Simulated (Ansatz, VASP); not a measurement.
## Ni3S4 (Ni3S4 (Fd-3m)) in two plane-wave programs

Wanted: the spread between two codes on one cell, functional and k mesh. The cell is taken from a series of runs on this material, whose earlier steps may have relaxed, scaled, displaced or heated it; both programs get it as it stands.

Calculated with Ansatz 0.2.0; plane waves, with VASP 6.6.1 beside it; r2SCAN.

**1. The structure**

Symmetry: Fd-3m, No. 227, cubic system. Conventional cell: a = 9.387 Å, b = 9.387 Å, c = 9.387 Å, α = 90.00°, β = 90.00°, γ = 90.00°. Ni has 6 S at 2.27 Å nearest. Nearest to Ni lie 4 S at 2.17 Å. Nearest to S lie 4 Ni at 2.17 to 2.27 Å. Farther neighbours and most contacts between anions are not listed.

Structure file:

```cif
data_structure
_symmetry_space_group_name_H-M 'P 1'
_symmetry_Int_Tables_number 1
_cell_length_a 6.6378
_cell_length_b 6.6378
_cell_length_c 6.6378
_cell_angle_alpha 60.000
_cell_angle_beta 60.000
_cell_angle_gamma 60.000
_cell_volume 206.81
loop_
_atom_site_label
_atom_site_type_symbol
_atom_site_fract_x
_atom_site_fract_y
_atom_site_fract_z
_atom_site_occupancy
Ni1 Ni 0.62500 0.62500 0.12500 1
Ni2 Ni 0.62500 0.12500 0.62500 1
Ni3 Ni 0.12500 0.62500 0.62500 1
Ni4 Ni 0.62500 0.62500 0.62500 1
Ni5 Ni 0.25000 0.25000 0.25000 1
Ni6 Ni 0.00000 0.00000 0.00000 1
S7 S 0.86677 0.86677 0.86677 1
S8 S 0.85032 0.38323 0.38323 1
S9 S 0.38323 0.38323 0.85032 1
S10 S 0.38323 0.85032 0.38323 1
S11 S 0.86677 0.86677 0.39968 1
S12 S 0.86677 0.39968 0.86677 1
S13 S 0.38323 0.38323 0.38323 1
S14 S 0.39968 0.86677 0.86677 1
```

**2. VASP: relaxation of cell and atoms, r2SCAN**

The relaxed volume is the usual yardstick between codes: in a stiff, nearly cubic crystal its relative difference is about their pressure difference at one cell divided by the bulk modulus.

Lines of VASP's logs that name or quote its potential files are left out, and so is its time.

Input file INCAR:

```
SYSTEM = Ni3S4
PREC = Accurate
ENCUT = 660
EDIFF = 1E-07
NELM = 120
ISMEAR = -1
SIGMA = 0.05
LREAL = .FALSE.
ALGO = Normal
METAGGA = R2SCAN
LASPH = .TRUE.
NBANDS = 68
LORBIT = 11
LWAVE = .FALSE.
LCHARG = .FALSE.
ISIF = 3
IBRION = 2
NSW = 80
EDIFFG = -0.005
GGA_COMPAT = .FALSE.
NELMIN = 4
LMIXTAU = .TRUE.
KPAR = 4
```

Input file POSCAR:

```
Ni3S4
1.0
    0.0000000000      4.6936490000      4.6936490000
    4.6936490000      0.0000000000      4.6936490000
    4.6936490000      4.6936490000      0.0000000000
Ni S
6 8
Direct
    0.6250000799      0.6250000799      0.1249999734
    0.6250000799      0.1250000799      0.6249999734
    0.1250000799      0.6250000799      0.6249999734
    0.6250000799      0.6250000799      0.6249999734
    0.2500000799      0.2500000799      0.2499999734
    0.0000000799      0.0000000799      0.9999999734
    0.8667736712      0.8667736712      0.8667735647
    0.8503208538      0.3832264886      0.3832263821
    0.3832264886      0.3832264886      0.8503207473
    0.3832264886      0.8503208538      0.3832263821
    0.8667736712      0.8667736712      0.3996791995
    0.8667736712      0.3996793060      0.8667735647
    0.3832264886      0.3832264886      0.3832263821
    0.3996793060      0.8667736712      0.8667735647
```

Input file KPOINTS:

```
Automatic mesh
0
Gamma
7 7 7
0 0 0
```

PAW data sets: Ni and S (PBE family, release 64).

Launch:

```
mpirun -np 4 vasp_std
```

Numbers of over 12 decimals in the logs are rounded to 6 here.

The program printed:

```text
[banner, memory and clock lines left out]
running    4 mpi-ranks, on    1 nodes
 distrk:  each k-point on    1 cores,    4 groups
 distr:  one band on    1 cores,    1 groups

 POSCAR found type information on POSCAR NiS
 POSCAR found :  2 types and      14 ions
|                                                                             |
|               ----> ADVICE to this user running VASP <----                  |
|                                                                             |
|     You enforced a specific xc type in the INCAR file but a different       |
|     [... a line on the potential file left out ...]
|     I HOPE YOU KNOW WHAT YOU ARE DOING!                                     |
|                                                                             |

 LDA part: xc-table for (None), standard interpolation
 POSCAR, INCAR and KPOINTS ok, starting setup
 FFT: planning ... GRIDC
 FFT: planning ... GRID_SOFT
 FFT: planning ... GRID
 WAVECAR not read
 entering main loop
       N       E                     dE             d eps       ncg     rms          rms(c)
DAV:   1     0.104109523119E+04    0.10411E+04   -0.55522E+04  2720   0.218E+03
DAV:   2     0.126756983051E+02   -0.10284E+04   -0.98752E+03  2720   0.495E+02
DAV:   3    -0.158221284888E+03   -0.17090E+03   -0.15673E+03  3108   0.204E+02
DAV:   4    -0.172512083956E+03   -0.14291E+02   -0.14059E+02  3128   0.574E+01
DAV:   5    -0.173092875462E+03   -0.58079E+00   -0.57941E+00  3584   0.114E+01    0.400E+01
DAV:   6    -0.176975850298E+03   -0.38830E+01   -0.26576E+02  3220   0.202E+02    0.705E+01
DAV:   7    -0.144013294230E+03    0.32963E+02   -0.69838E+01  3172   0.114E+02    0.219E+01
DAV:   8    -0.143351663596E+03    0.66163E+00   -0.22933E+01  3928   0.603E+01    0.238E+01
DAV:   9    -0.143954400238E+03   -0.60274E+00   -0.16922E+01  3984   0.543E+01    0.167E+01
DAV:  10    -0.142237031580E+03    0.17174E+01   -0.22490E+00  3984   0.248E+01    0.677E+00
DAV:  11    -0.142436534419E+03   -0.19950E+00   -0.11320E+00  3940   0.123E+01    0.123E+00
DAV:  12    -0.142408409653E+03    0.28125E-01   -0.34198E-01  2864   0.493E+00    0.105E+00
DAV:  13    -0.142494192672E+03   -0.85783E-01   -0.15419E-01  3008   0.335E+00    0.431E-01
DAV:  14    -0.142509768048E+03   -0.15575E-01   -0.31244E-02  3088   0.152E+00    0.169E-01
[...]
DAV:  19    -0.142512027379E+03   -0.53954E-04   -0.18299E-05  3228   0.261E-02    0.201E-02
DAV:  20    -0.142512029121E+03   -0.17424E-05   -0.10509E-05  3300   0.412E-02    0.688E-03
DAV:  21    -0.142512029321E+03   -0.20003E-06   -0.20698E-06  3400   0.803E-03    0.228E-03
DAV:  22    -0.142512029883E+03   -0.56159E-06   -0.32648E-07  2368   0.454E-03    0.166E-03
DAV:  23    -0.142512029745E+03    0.13714E-06   -0.23222E-07  1932   0.357E-03    0.146E-03
DAV:  24    -0.142512029875E+03   -0.12978E-06   -0.84994E-08  1696   0.273E-03    0.107E-03
DAV:  25    -0.142512029633E+03    0.24210E-06   -0.12567E-08  1588   0.136E-03    0.642E-04
DAV:  26    -0.142512029580E+03    0.52783E-07   -0.86722E-09  1580   0.697E-04
   1 F= -.14251203E+03 E0= -.14247862E+03  d E =-.142512E+03
 curvature:   0.00 expect dE= 0.000E+00 dE for cont linesearch  0.000E+00
 trial: gam= 0.00000 g(F)=  0.131E-04 g(S)=  0.205E-04 ort = 0.000E+00 (trialstep = 0.100E+01)
 search vector abs. value=  0.335E-04
 bond charge predicted
       N       E                     dE             d eps       ncg     rms          rms(c)
DAV:   1    -0.142512300268E+03   -0.27063E-03   -0.40895E-03  3248   0.577E-01    0.152E-01
DAV:   2    -0.142512567973E+03   -0.26771E-03   -0.33861E-03  3084   0.883E-01    0.216E-01
DAV:   3    -0.142512143351E+03    0.42462E-03   -0.14075E-03  3044   0.729E-01    0.139E-01
DAV:   4    -0.142512042012E+03    0.10134E-03   -0.38152E-04  3400   0.342E-01    0.394E-02
DAV:   5    -0.142512043819E+03   -0.18073E-05   -0.75846E-05  2892   0.457E-02    0.251E-02
DAV:   6    -0.142512039130E+03    0.46896E-05   -0.71001E-06  3932   0.444E-02    0.111E-02
DAV:   7    -0.142512038662E+03    0.46802E-06   -0.28765E-06  3008   0.116E-02    0.659E-03
DAV:   8    -0.142512037968E+03    0.69332E-06   -0.17394E-07  1856   0.351E-03    0.444E-03
DAV:   9    -0.142512037797E+03    0.17090E-06   -0.23784E-07  1964   0.468E-03    0.121E-03
DAV:  10    -0.142512037879E+03   -0.81185E-07   -0.10685E-07  1584   0.274E-03
   2 F= -.14251204E+03 E0= -.14247860E+03  d E =-.829821E-05
 trial-energy change:   -0.000008  1 .order   -0.000009   -0.000034    0.000016
 step:   0.6644(harm=  0.6771)  dis= 0.00011  next Energy=  -142.512041 (dE=-0.110E-04)
 reached required accuracy - stopping structural energy minimisation
```

Parts of OUTCAR (step 2):

```text
ion  position               nearest neighbor table
   1  0.625  0.625  0.125-  13 2.27  10 2.27   8 2.27  12 2.27  14 2.27   7 2.27
   2  0.625  0.125  0.625-  14 2.27  11 2.27   7 2.27  13 2.27   9 2.27   8 2.27
   3  0.125  0.625  0.625-  12 2.27  11 2.27   7 2.27  13 2.27  10 2.27   9 2.27
   4  0.625  0.625  0.625-   9 2.27   8 2.27  10 2.27  12 2.27  14 2.27  11 2.27
   5  0.250  0.250  0.250-   8 2.17   9 2.17  10 2.17  13 2.17
   6  0.000  0.000  1.000-   7 2.17  11 2.17  12 2.17  14 2.17
   7  0.867  0.867  0.867-   6 2.17   3 2.27   2 2.27   1 2.27
   8  0.850  0.383  0.383-   5 2.17   4 2.27   1 2.27   2 2.27
   9  0.383  0.383  0.850-   5 2.17   4 2.27   2 2.27   3 2.27
  10  0.383  0.850  0.383-   5 2.17   4 2.27   1 2.27   3 2.27
  11  0.867  0.867  0.400-   6 2.17   3 2.27   2 2.27   4 2.27
  12  0.867  0.400  0.867-   6 2.17   3 2.27   4 2.27   1 2.27
  13  0.383  0.383  0.383-   5 2.17   1 2.27   3 2.27   2 2.27
  14  0.400  0.867  0.867-   6 2.17   2 2.27   4 2.27   1 2.27

  LATTYP: Found a face centered cubic cell.
 ALAT       =     9.3872980000

 Subroutine GETGRP returns: Found 48 space group operations
 (whereof 24 operations were pure point group operations)

The static configuration has the point symmetry T_d .
 The point group associated with its full space group is O_h .

 Found     20 irreducible k-points:

   k-points           NKPTS =     20   k-points in BZ     NKDIM =     20   number of bands    NBANDS=     68

   dimension x,y,z NGX =    56 NGY =   56 NGZ =   56
   dimension x,y,z NGXF=   112 NGYF=  112 NGZF=  112

   ENCUT  =  660.0 eV  48.51 Ry    6.96 a.u.  13.90 13.90 13.90*2*pi/ulx,y,z

   NELECT =     108.0000    total number of electrons

 k-points in reciprocal lattice and weights: Automatic mesh
   0.00000000  0.00000000  0.00000000       0.003
   0.14285714  0.00000000  0.00000000       0.023
   0.28571429  0.00000000  0.00000000       0.023
   0.42857143  0.00000000  0.00000000       0.023
   0.14285714  0.14285714  0.00000000       0.017
   0.28571429  0.14285714  0.00000000       0.070
   0.42857143  0.14285714  0.00000000       0.070
  -0.42857143  0.14285714  0.00000000       0.070
  -0.28571429  0.14285714  0.00000000       0.070
[...]
-0.42857143  0.42857143  0.14285714       0.070
  -0.28571429  0.42857143  0.14285714       0.070

 average (electrostatic) potential at core
       1 -90.2668       2 -90.2668       3 -90.2668       4 -90.2668       5 -89.5431
       6 -89.5431       7 -88.0489       8 -88.0489       9 -88.0489      10 -88.0489
      11 -88.0489      12 -88.0489      13 -88.0489      14 -88.0489

 E-fermi :   7.3299

 k-point     1 :       0.0000    0.0000    0.0000
  band No.  band energies     occupation
    ...
     47       5.4658      2.00000
     48       5.4658      2.00000
     49       5.4957      2.00000
     50       5.4957      2.00000
     51       5.4957      2.00000
     52       7.7909      0.00020
     53       7.7909      0.00020
     54       7.7909      0.00020
     55       8.4317      0.00000
     56       8.4317      0.00000
    ...

 k-point     2 :       0.1429    0.0000    0.0000
  band No.  band energies     occupation
    ...
     47       5.3604      2.00000
     48       5.3604      2.00000
     49       5.5569      2.00000
     50       5.6650      2.00000
     51       5.6650      2.00000
     52       7.5040      0.05966
     53       7.6893      0.00151
     54       7.6893      0.00151
     55       8.2954      0.00000
     56       8.2954      0.00000
    ...

 k-point     3 :       0.2857    0.0000    0.0000
  band No.  band energies     occupation
    ...
     48       5.6446      2.00000
     49       5.7499      2.00000
     50       5.8857      2.00000
     51       5.8857      2.00000
     52       6.9532      1.99893
     53       7.4063      0.35650
     54       7.4063      0.35649
     55       7.8590      0.00005
     56       7.9147      0.00002
     57       7.9147      0.00002
    ...

  Total       -0.0302223     -0.0302223     -0.0302223      0.0000000      0.0000000      0.0000000
  in kB       -0.2340325     -0.2340325     -0.2340325      0.0000000      0.0000000      0.0000000
  external PRESSURE =      -0.2340325 kB  Pullay stress =       0.0000000 kB

  energy-cutoff  :      660.00
  volume of cell :      206.90
      direct lattice vectors                 reciprocal lattice vectors
     0.000000000  4.694368601  4.694368601    -0.106510597  0.106510597  0.106510597
     4.694368601  0.000000000  4.694368601     0.106510597 -0.106510597  0.106510597
     4.694368601  4.694368601  0.000000000     0.106510597  0.106510597 -0.106510597

 POSITION                                       TOTAL-FORCE (eV/Angst)
 -----------------------------------------------------------------------------------
      3.52078      3.52078      5.86796        -0.000000      0.000000      0.000000
      3.52078      5.86796      3.52078        -0.000000      0.000000      0.000000
      5.86796      3.52078      3.52078        -0.000000      0.000000      0.000000
      5.86796      5.86796      5.86796        -0.000000      0.000000      0.000000
      2.34718      2.34718      2.34719         0.000000      0.000000      0.000000
      4.69437      4.69437      0.00000        -0.000000      0.000000      0.000000
      8.13807      8.13807      8.13807        -0.000535     -0.000535     -0.000535
      3.59785      5.79089      5.79089         0.000535     -0.000535     -0.000535
      5.79089      5.79089      3.59785        -0.000535     -0.000535      0.000535
      5.79089      3.59785      5.79089        -0.000535      0.000535     -0.000535
      5.94503      5.94503      8.13807         0.000535      0.000535     -0.000535
      5.94503      8.13807      5.94504         0.000535     -0.000535      0.000535
      3.59785      3.59785      3.59785         0.000535      0.000535      0.000535
      8.13807      5.94503      5.94504        -0.000535      0.000535      0.000535
 -----------------------------------------------------------------------------------
    total drift:                               -0.000365     -0.000365     -0.001372

  FREE ENERGIE OF THE ION-ELECTRON SYSTEM (eV)
  ---------------------------------------------------
  free  energy   TOTEN  =      -142.5120378785 eV

  energy  without entropy=     -142.4451704426  energy(sigma->0) =     -142.47860416

 reached required accuracy - stopping structural energy minimisation

 total charge
# of ion       s       p       d       tot
------------------------------------------
    1        0.479   0.643   8.330   9.452
    2        0.479   0.643   8.330   9.452
    3        0.479   0.643   8.330   9.452
    4        0.479   0.643   8.330   9.452
    5        0.479   0.595   8.408   9.482
    6        0.479   0.595   8.408   9.482
    7        1.340   2.340   0.000   3.680
    8        1.340   2.340   0.000   3.680
    9        1.340   2.340   0.000   3.680
   10        1.340   2.340   0.000   3.680
   11        1.340   2.340   0.000   3.680
   12        1.340   2.340   0.000   3.680
   13        1.340   2.340   0.000   3.680
   14        1.340   2.340   0.000   3.680
--------------------------------------------------
tot         13.593  22.485  50.135  86.213

[... 3 further parts left out ...]
```

This run has no spin polarisation, so a moment on Ni, if there is one, isn't seen. The run keeps the 48 symmetry operations of its start, so it cannot find a distortion of lower symmetry.

[end of part 1 of 2]

[Lines on the potential files, build, host, timing and source positions are cut from VASP's logs without a mark.]

[Logs are printed without paths, hosts, clocks, repeated set-up lines and the standing remarks that a program may print on its own settings, such as how far it seeks lower states.]

[Hosts, paths, dates, database ids (printed as entryN), source tags and the programs' standing remarks are cut or masked in the printed files.]
